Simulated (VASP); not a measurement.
All values below come from PBE GGA, VASP's PBE PAW potentials (set 64) (plane waves; VASP 6.6.1).

A VASP calculation is set up with these files.

**INCAR**
```
# general
SYSTEM  = TiC
PREC    = Accurate
ENCUT   = 600
LREAL   = F
LASPH   = T

# electronic loop
EDIFF   = 1E-7
NELM    = 100
ALGO    = Normal
LMAXMIX = 4

# smearing
ISMEAR  = 1
SIGMA   = 0.1

# functional
GGA     = PE

# ions
IBRION  = 2
NSW     = 40
ISIF    = 3
EDIFFG  = -0.01
PSTRESS = 200

# output
LWAVE   = F
LCHARG  = F
```

**KPOINTS**
```
Automatic mesh
0
gamma
 14 14 14
0 0 0
```

### POSCAR
```
TiC
1.0
  0.0000000000   2.1170944272   2.1170944272
  2.1170944272   0.0000000000   2.1170944272
  2.1170944272   2.1170944272   0.0000000000
Ti C
1 1
Cart
  2.1170944272   2.1170944272   4.2341888544
  2.1170944272   2.1170944272   2.1170944272
```

POTCAR, in this order: Ti_sv C (PBE.64 set). Program: vasp_std.

Output of the run:

File OSZICAR:
```
       N       E                     dE             d eps       ncg     rms          rms(c)
DAV:   1     0.127117991993E+03    0.12712E+03   -0.92651E+03  2496   0.178E+03
DAV:   2    -0.133379739913E+02   -0.14046E+03   -0.13322E+03  2604   0.407E+02
DAV:   3    -0.235605282453E+02   -0.10223E+02   -0.98018E+01  3388   0.102E+02
DAV:   4    -0.240342291427E+02   -0.47370E+00   -0.47294E+00  3196   0.209E+01
DAV:   5    -0.240504262821E+02   -0.16197E-01   -0.16196E-01  3416   0.331E+00    0.203E+01
DAV:   6    -0.191075854213E+02    0.49428E+01   -0.29184E+01  2936   0.711E+01    0.674E+00
DAV:   7    -0.186417835186E+02    0.46580E+00   -0.37685E+00  2860   0.264E+01    0.548E+00
DAV:   8    -0.186204235908E+02    0.21360E-01   -0.17411E-01  2644   0.608E+00    0.232E+00
DAV:   9    -0.186309576598E+02   -0.10534E-01   -0.65726E-02  3072   0.283E+00    0.843E-01
DAV:  10    -0.186280375881E+02    0.29201E-02   -0.14640E-02  3108   0.186E+00    0.374E-01
DAV:  11    -0.186276772332E+02    0.36035E-03   -0.22742E-03  2876   0.645E-01    0.666E-02
DAV:  12    -0.186276253293E+02    0.51904E-04   -0.23251E-04  2676   0.248E-01    0.204E-02
DAV:  13    -0.186276127569E+02    0.12572E-04   -0.29506E-05  3276   0.883E-02    0.369E-03
DAV:  14    -0.186276127083E+02    0.48630E-07   -0.81845E-07  3016   0.107E-02
   1 F= -.16258585E+02 E0= -.16258597E+02  d E =-.162586E+02
```

### OUTCAR
```
------------------------ aborting loop because EDIFF is reached ----------------------------------------
  FORCE on cell =-STRESS in cart. coord.  units (eV):
  Direction    XX          YY          ZZ          XY          YZ          ZX
  --------------------------------------------------------------------------------------
  Total        2.3608776      2.3608776      2.3608776     -0.0000000     -0.0000000      0.0000000
  in kB      199.3119659    199.3119659    199.3119659     -0.0000000     -0.0000000      0.0000000
  external PRESSURE =      -0.6880341 kB  Pullay stress =     200.0000000 kB
  volume of cell :       18.98
      direct lattice vectors                 reciprocal lattice vectors
     0.000000000  2.117094427  2.117094427    -0.236172744  0.236172744  0.236172744
     2.117094427  0.000000000  2.117094427     0.236172744 -0.236172744  0.236172744
     2.117094427  2.117094427  0.000000000     0.236172744  0.236172744 -0.236172744
 POSITION                                       TOTAL-FORCE (eV/Angst)
 -----------------------------------------------------------------------------------
      0.00000      0.00000      0.00000        -0.000000     -0.000000     -0.000000
      2.11709      2.11709      2.11709         0.000000      0.000000      0.000000
 -----------------------------------------------------------------------------------
    total drift:                                0.000000     -0.000000     -0.000000
  FREE ENERGIE OF THE ION-ELECTRON SYSTEM (eV)
  ---------------------------------------------------
  free  energy   TOTEN  =       -18.6276127083 eV

  energy  without entropy=      -18.6276489446  energy(sigma->0) =      -18.62762479
  enthalpy is  TOTEN    =       -16.2585852425 eV   P V=        2.3690274658

 reached required accuracy - stopping structural energy minimisation
```
(Selected blocks of OUTCAR.)

The compound is TiC in the rock salt structure. It was relaxed first under an external pressure of 20 GPa.
